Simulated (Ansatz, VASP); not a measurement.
# SnSe in two plane-wave programs, part 2 of 2

Wanted: the spread between two codes on one cell, functional and k mesh. The cell is taken from a series of runs on this material, whose earlier steps may have relaxed, scaled, displaced or heated it; both programs get it as it stands.

VASP 6.6.1 and Ansatz 0.2.0.

So far: Set-up; VASP: single point, HF with an exact-exchange share of 1.

### 3. Ansatz: single point, HF with an exact-exchange share of 1

Level of this step: Ansatz beside VASP: Kohn-Sham DFT, plane waves, HF (Ansatz).

Ansatz runs on its default PAW (the set named soft_2) files.

The same cell, functional and mesh now go to Ansatz, which takes its cutoff from its data sets.

File input.yaml:

```yaml
crystal:
  lattice:
    - [11.5, 0.0, 0.0]
    - [0.0, 4.15, 0.0]
    - [0.0, 0.0, 4.43]
  atoms:
    - { symbol: Sn, position: [0.1180338767, 0.25, 0.0993953415] }
    - { symbol: Sn, position: [0.8819661233, 0.75, 0.9006046585] }
    - { symbol: Sn, position: [0.3819661233, 0.75, 0.5993953415] }
    - { symbol: Sn, position: [0.6180338767, 0.25, 0.4006046585] }
    - { symbol: Se, position: [0.8567328488, 0.25, 0.4777884865] }
    - { symbol: Se, position: [0.1432671512, 0.75, 0.5222115135] }
    - { symbol: Se, position: [0.6432671512, 0.75, 0.9777884865] }
    - { symbol: Se, position: [0.3567328488, 0.25, 0.0222115135] }
kpoints:
  mp_grid: { grid: [2, 4, 4] }
  band_path:
    path:
      - [0.0, 0.0, 0.0]
      - [0.5, 0.0, 0.0]
      - [0.5, 0.5, 0.0]
      - [0.0, 0.5, 0.0]
      - [0.0, 0.0, 0.5]
      - [0.5, 0.0, 0.5]
      - [0.5, 0.5, 0.5]
      - [0.0, 0.5, 0.5]
      - [0.0, 0.0, 0.35]
      - [0.0, 0.3333333333, 0.0]
    npoints: 1
hamiltonian:
  xc: hf
scf:
  occupations: { method: fixed }
  n_extra_bands: 6
output:
  eigenvalues: true
  write_density: true
  write_potential: true
  elf: true
  volumetric_format: npy
```

The run is started by

```bash
ansatz run input.yaml --threads 8 --pin off --max-ram 55296MiB --backend cuda --devices 1 --max-vram 24GiB --events-out ev --progress --plain --runs-dir out
```

Numbers of over 12 decimals in the logs are rounded to 6 here.

The program printed:

```text
scf.n_extra_bands = 6 over 60 filled bands (N_el = 120.0): the run solves 66 bands
GPUs: using 1 of 1 available (devices: 1).
Engine: ansatz 0.2.0, x86_64-unknown-linux-gnu
Pseudopotentials: kind: paw
Pseudopotential: Sn, paw, valence charge 14, recommended cutoff 420 eV (normal), Sn.paw.azcp
Pseudopotential: Se, paw, valence charge 16, recommended cutoff 420 eV (normal), Se.paw.azcp
Functional definition: HF
  exchange = exact_x
  correlation = 0
davidson cushion auto → on  (no smearing: the cushion is to keep the highest requested band from converging to the state above it; pin scf.eigensolver.cushion to override)
concurrent solve slots: 6 of 8 are kept, ahead of what memory takes: no pass of the eigensolver takes more rounds on 6
device memory: the entry about to start is reckoned to put 6.5 GiB on a device that reports 78.6 GiB free (of which the cap on the GPU budget leaves the run 24.0 GiB)
GPU FFT provider: cuFFT
GPU libraries: cuBLAS 13.8.2, cuFFT 12.4.0, cuSOLVER 12.3.4
Crystal: 8 atoms, lattice volume = 211.422 Å³
Basis set: ecut = 420 eV, 4121 PW (Γ)
Bands: 66, of which v1, the nominal top of the filled ones, is band 60 counted from 1 (59 counted from 0)
Symmetry: 8 space group operations
Space group: Pnma (ITA 62), of the structure as read, at distance tolerance 6.0e-5 Å
k-points: 18 of 32
Non-local potential: Sn, projectors of the file, l = 0: 2, l = 1: 2, l = 2: 2, l = 3: 2
Non-local potential: Se, projectors of the file, l = 0: 2, l = 1: 2, l = 2: 3, l = 3: 1
PAW form: soft (Blöchl's): semilocal exchange-correlation on the pseudo side does not see the compensation charge
PAW frozen core: Sn, regenerated for the run's functional, and the local potential with it (the file was generated under x = pbe(κ = 0.804, μ = 0.219515), c = pbe(β = 0.066725))
PAW frozen core: Se, regenerated for the run's functional, and the local potential with it (the file was generated under x = pbe(κ = 0.804, μ = 0.219515), c = pbe(β = 0.066725))
PAW one-centre angular grid: Sn, 590 points (default); XC on 64 Gauss nodes
PAW one-centre angular grid: Se, 590 points (default); XC on 64 Gauss nodes
Initial density: superposition of atomic densities (neutral atoms: chi_scale 0, normalization atom), corrected by the library's trained network
Initial wavefunctions: pseudopotential atomic-orbital guess
GPU buffer pool allocated for 72000 grid points (all kernels)
GPU transforms: local potential and band sums: pruned to the plane-wave sphere, on 80×27×30
Functional: x = pbe(κ = 0.804, μ = 0.219515), c = none, warm-up for x = 0 pbe(κ = 0.804, μ = 0.219515) + 1 exact, c = none
SCF iter   1: F=—  HF=-45501.110997 eV  |F-HF|=—  |Δ(HF+E_count)|=         —  Δρ=5.57e-3  dr2=5.15e-2  ethr=1.77e-3  ⟨swp⟩=7.3  Hψ=5189  notcnv=0
preconditioner: auto → none  [insulator: Δε(μ)=0.902 eV  Ē_g=15.679 eV  n_scr=56 (ndim 8)  ℏωp=22.8 eV  f_vac=0.001]
SCF iter   2: F=—  HF=-45501.084207 eV  |F-HF|=—  |Δ(HF+E_count)|=   2.68e-2  Δρ=1.66e-3  dr2=5.90e-3  ethr=4.30e-5  ⟨swp⟩=4.7  Hψ=4047  notcnv=0  defer=1
SCF iter   3: F=—  HF=-45501.085131 eV  |F-HF|=—  |Δ(HF+E_count)|=   9.24e-4  Δρ=7.91e-4  dr2=1.64e-3  ethr=4.92e-6  ⟨swp⟩=3.8  Hψ=3412  notcnv=0
SCF iter   4: F=—  HF=-45501.085334 eV  |F-HF|=—  |Δ(HF+E_count)|=   2.03e-4  Δρ=2.60e-4  dr2=2.04e-4  ethr=1.37e-6  ⟨swp⟩=3.9  Hψ=3076  notcnv=0
iter 5 solved again at ethr=1.03e-8 eV; its pass at ethr=1.70e-7 eV (dr2=1.24e-5 eV) is discarded
SCF iter   5: F=-45501.085441 eV  HF=-45501.085435 eV  |F-HF|=5.73e-6  |Δ(HF+E_count)|=   1.01e-4  Δρ=8.65e-5  dr2=1.29e-5  ethr=1.03e-8  ⟨swp⟩=3.9  Hψ=6420  notcnv=0
SCF 1 stopped early in 5 iterations: F = -45501.085441 eV  dr2 = 1.29e-5
  greatest PAW one-centre occupation: 1.000 electrons in one spin orbital (limit 2), on the Se atom at site 7 (counted from 0), in its partial waves of l = 2
concurrent solve slots: 6 of 8 are kept, ahead of what memory takes: no pass of the eigensolver takes more rounds on 6
device memory: the entry about to start is reckoned to put 7.4 GiB (of the 7.5 GiB reckoned in all, the device holds 0.1 GiB already) on a device that reports 78.4 GiB free (of which the cap on the GPU budget leaves the run 23.9 GiB)
GPU FFT provider: cuFFT
GPU libraries: cuBLAS 13.8.2, cuFFT 12.4.0, cuSOLVER 12.3.4
Initial density: handed on by an earlier stage of this run
Initial wavefunctions: those handed on with the density
GPU buffer pool allocated for 72000 grid points (all kernels)
GPU transforms: local potential and band sums: pruned to the plane-wave sphere, on 80×27×30
Functional: x = 0 pbe(κ = 0.804, μ = 0.219515) + 1 exact, c = none
[...]
GPU FFT provider: cuFFT
GPU libraries: cuBLAS 13.8.2, cuFFT 12.4.0, cuSOLVER 12.3.4
GPU buffer pool allocated for 72000 grid points (all kernels)
GPU transforms: local potential and band sums: pruned to the plane-wave sphere, on 80×27×30
Exchange kernel: α = 1.0000, full range, Wigner–Seitz truncation, v(0) = 12140.3314 eV·Å³, q-mesh 2×4×4, nearest image of the exchange supercell L = 16.60 Å, pair-density grid 60×24×24, without the augmentation charges, whose exchange is taken in its separable form by FFT convolution over the k-point mesh (sized by the pseudopotential files, 80×30×30 at the most), smooth part of the exact exchange by density-matrix convolution in up to 5.76 GiB of GPU memory as planned if the GPU has room (build and FFT work areas not counted)
Frozen-core exchange: fock
SCF iter   1: F=—  HF=-45579.613837 eV  |F-HF|=—  |Δ(HF+E_count)|=         —  Δρ=1.04e-4  dr2=8.51e-5  ethr=5.64e-6  ⟨swp⟩=3.7  Hψ=2814  notcnv=0
preconditioner: auto → none  [insulator: Δε(μ)=5.299 eV  Ē_g=12.967 eV  n_scr=56 (ndim 8)  ℏωp=14.4 eV  f_vac=0.004]
SCF iter   2: F=—  HF=-45579.614033 eV  |F-HF|=—  |Δ(HF+E_count)|=   1.96e-4  Δρ=1.03e-4  dr2=4.47e-5  ethr=1.88e-8  ⟨swp⟩=4.9  Hψ=4904  notcnv=0
SCF iter   3: F=-45579.614067 eV  HF=-45579.614072 eV  |F-HF|=5.21e-6  |Δ(HF+E_count)|=   3.92e-5  Δρ=4.06e-5  dr2=1.02e-5  ethr=1.88e-8  ⟨swp⟩=4.7  Hψ=4041  notcnv=0
SCF 4 stopped early in 3 iterations: F = -45579.614067 eV  dr2 = 1.02e-5
hybrid outer 3: dexx = +4.101e-4 eV, tail = 6.02e-5 eV, Δε = 1.07e-2 eV (about 2.99e-3 eV left of the loop's levels)
GPU FFT provider: cuFFT
GPU libraries: cuBLAS 13.8.2, cuFFT 12.4.0, cuSOLVER 12.3.4
GPU buffer pool allocated for 72000 grid points (all kernels)
GPU transforms: local potential and band sums: pruned to the plane-wave sphere, on 80×27×30
Exchange kernel: α = 1.0000, full range, Wigner–Seitz truncation, v(0) = 12140.3314 eV·Å³, q-mesh 2×4×4, nearest image of the exchange supercell L = 16.60 Å, pair-density grid 60×24×24, without the augmentation charges, whose exchange is taken in its separable form by FFT convolution over the k-point mesh (sized by the pseudopotential files, 80×30×30 at the most), smooth part of the exact exchange by density-matrix convolution in up to 5.76 GiB of GPU memory as planned if the GPU has room (build and FFT work areas not counted)
Frozen-core exchange: fock
SCF iter   1: F=—  HF=-45579.614006 eV  |F-HF|=—  |Δ(HF+E_count)|=         —  Δρ=3.30e-5  dr2=7.60e-6  ethr=2.51e-7  ⟨swp⟩=3.8  Hψ=2857  notcnv=0
preconditioner: auto → none  [insulator: Δε(μ)=5.304 eV  Ē_g=12.969 eV  n_scr=56 (ndim 8)  ℏωp=14.4 eV  f_vac=0.004]
SCF iter   2: F=—  HF=-45579.614016 eV  |F-HF|=—  |Δ(HF+E_count)|=   1.02e-5  Δρ=2.65e-5  dr2=3.57e-6  ethr=2.32e-9  ⟨swp⟩=4.8  Hψ=4334  notcnv=0  defer=1
iter 3 solved again at ethr=1.61e-10 eV; its pass at ethr=1.77e-9 eV (dr2=1.93e-7 eV) is discarded
SCF iter   3: F=—  HF=-45579.614018 eV  |F-HF|=—  |Δ(HF+E_count)|=   1.23e-6  Δρ=8.74e-6  dr2=5.65e-7  ethr=1.61e-10  ⟨swp⟩=2.1  Hψ=6806  notcnv=0
SCF iter   4: F=-45579.614018 eV  HF=-45579.614018 eV  |F-HF|=5.58e-8  |Δ(HF+E_count)|=   2.80e-7  Δρ=4.61e-6  dr2=9.61e-8  ethr=1.61e-10  ⟨swp⟩=5.6  Hψ=3988  notcnv=0  defer=9
SCF 5 converged in 4 iterations: F = -45579.614018 eV  dr2 = 9.61e-8
hybrid outer 4: dexx = +2.135e-5 eV, tail = 2.13e-6 eV, Δε = 3.14e-3 eV (about 6.93e-4 eV left of the loop's levels)
GPU FFT provider: cuFFT
GPU libraries: cuBLAS 13.8.2, cuFFT 12.4.0, cuSOLVER 12.3.4
GPU buffer pool allocated for 72000 grid points (all kernels)
GPU transforms: local potential and band sums: pruned to the plane-wave sphere, on 80×27×30
Exchange kernel: α = 1.0000, full range, Wigner–Seitz truncation, v(0) = 12140.3314 eV·Å³, q-mesh 2×4×4, nearest image of the exchange supercell L = 16.60 Å, pair-density grid 60×24×24, without the augmentation charges, whose exchange is taken in its separable form by FFT convolution over the k-point mesh (sized by the pseudopotential files, 80×30×30 at the most), smooth part of the exact exchange by density-matrix convolution in up to 5.76 GiB of GPU memory as planned if the GPU has room (build and FFT work areas not counted)
Frozen-core exchange: fock
SCF iter   1: F=—  HF=-45579.614014 eV  |F-HF|=—  |Δ(HF+E_count)|=         —  Δρ=8.93e-6  dr2=3.87e-7  ethr=8.67e-9  ⟨swp⟩=4.9  Hψ=2947  notcnv=0
preconditioner: auto → none  [insulator: Δε(μ)=5.303 eV  Ē_g=12.969 eV  n_scr=56 (ndim 8)  ℏωp=14.4 eV  f_vac=0.004]
SCF iter   2: F=—  HF=-45579.614014 eV  |F-HF|=—  |Δ(HF+E_count)|=   2.02e-7  Δρ=5.59e-6  dr2=1.15e-7  ethr=1.92e-10  ⟨swp⟩=5.2  Hψ=3695  notcnv=0  defer=11
SCF iter   3: F=-45579.614014 eV  HF=-45579.614014 eV  |F-HF|=1.78e-8  |Δ(HF+E_count)|=   1.82e-8  Δρ=2.48e-6  dr2=3.13e-8  ethr=7.29e-11  ⟨swp⟩=5.7  Hψ=3982  notcnv=0  defer=11
SCF 6 converged in 3 iterations: F = -45579.614014 eV  dr2 = 3.13e-8
hybrid outer 5: dexx = +5.492e-7 eV, tail = 1.26e-7 eV, Δε = 8.22e-4 eV (about 2.67e-4 eV left of the loop's levels)
the search or the solves at the SCF's close seem to have found levels that the self-consistency loop had missed (the run counts 1). By its estimate they hold under 1e-12 electrons; where the run keeps them, the occupations were computed again with them
device memory: the entry about to start is reckoned to put 1.3 GiB on a device that reports 78.5 GiB free (of which the cap on the GPU budget leaves the run 24.0 GiB)
NSCF: frozen V_eff on 10 k-points
hybrid SCF converged: 5 outer / 21 inner (+5 warm-up), last move |dexx| = 5.49e-7 eV, tail = 1.26e-7 eV
Stability not checked: this state was not tested for a lower state beside it, because the functional holds exact exchange (a hybrid, or Hartree-Fock), whose exchange loop this test does not read (fock_operator; see scf.lower_state_search)
Free energy (F): -45579.614014 eV
Frozen-core exchange: fock
Harris-Foulkes:  -45579.614014 eV  (|F-HF|=1.78e-8)
Internal energy: -45579.614014 eV  (E = F + TS)
E sigma→0 (E₀):  -45579.614014 eV
Fermi energy:    8.071918 eV
--- Per-component energies (eV) ---
  E_band       = -3074.906841
  E_kinetic    = 1204.645215
  E_local      = -13103.488718  (includes V_loc(G=0)·N_el)
  E_nonlocal   = -2566.093167
  E_hartree    = 6962.177142
  E_xc         = 0.000000
  E_vxc        = 0.000000  (∫ρ·V_xc dr)
  E_exx        = -1879.395527  (= α·E_x^exact, valence–valence)
  E_paw        = -23840.828089  (= ΣΔE_a)
  E_vpaw       = 1224.462467  (= ΣTr[D̂ρ^β])
  E_aug_tail   = -0.002444  (compensation charges beyond the density's cutoff)
  E_ewald      = -12346.122862
  E_core_change = -10.505563  (= ΣΔE_core)
  E_smearing   = -0.000000  (= −TS)
  E_closure    = -0.000000  (closes the sum)
  Σ components = -45579.614014   (vs F -45579.614014, Δ=-7.28e-12)
--- Band table (eV; the first three rows and the last of 18) ---
  k-point 0: bands = [... 56 lower, 5.1378, 6.0787, 6.4739, 6.9072, 13.3750, 16.3428, 16.4939, 16.5697, ... 2 higher]
  k-point 1: bands = [... 56 lower, 5.9840, 6.4350, 7.0053, 7.6352, 13.8921, 14.4423, 15.3163, 15.4647, ... 2 higher]
  k-point 2: bands = [... 56 lower, 7.0623, 7.0623, 8.0719, 8.0719, 14.1540, 14.1540, 14.5010, 14.5010, ... 2 higher]
  k-point 17: bands = [... 56 lower, 5.2662, 5.2662, 5.2662, 5.2662, 15.6739, 15.6739, 15.6739, 15.6739, ... 2 higher]
```

In the SCF lines HF is the Harris–Foulkes energy and dr2 the Hartree energy of the density residual, in eV; the loop may stop once dr2 is under the threshold and the program's other checks hold. Hψ counts applications of the Hamiltonian.

### 4. Differences

Known differences besides the potentials themselves: exact exchange at q = 0 is treated differently, which shows on coarse meshes; VASP keeps PBE cores, Ansatz makes them for the functional; fixed occupations in Ansatz, narrow Gaussian smearing in VASP; the data sets hold 120 valence electrons in Ansatz (on its default PAW (the set named soft_2) files) and 80 in VASP; the cutoff is 420 eV in Ansatz and 400 eV in VASP; VASP takes a coarser grid for exact exchange (PRECFOCK = Fast). Total energies have different zeros and are not compared.

Both answers:

```tsv
quantity	Ansatz	VASP	difference
gap on the k mesh (eV)	5.303	5.416	-0.113
```

A gap on the mesh is an upper bound, since the band edges may lie between its points.

### 5. What came out

```
difference in gap on the k mesh (single point, HF with an exact-exchange share of 1) : -0.11 eV
```

The difference in gap on the k mesh is -0.11 eV (single point, HF with an exact-exchange share of 1), beyond the 0.08 eV picked in this series as the mark of a large difference. The data sets hold unlike numbers of valence electrons (120 in Ansatz and 80 in VASP), so part of the differences comes from the potentials. What causes the difference of the single point, HF with an exact-exchange share of 1 pair stays open here. How closely two codes agree says nothing of how well the functional describes the real material.

[Lines on the potential files, build, host, timing and source positions are cut from VASP's logs without a mark.]

[Logs are printed without paths, hosts, clocks, repeated set-up lines and the standing remarks that a program may print on its own settings, such as how far it seeks lower states.]

[Hosts, paths, dates, database ids (printed as entryN), source tags and the programs' standing remarks are cut or masked in the printed files.]
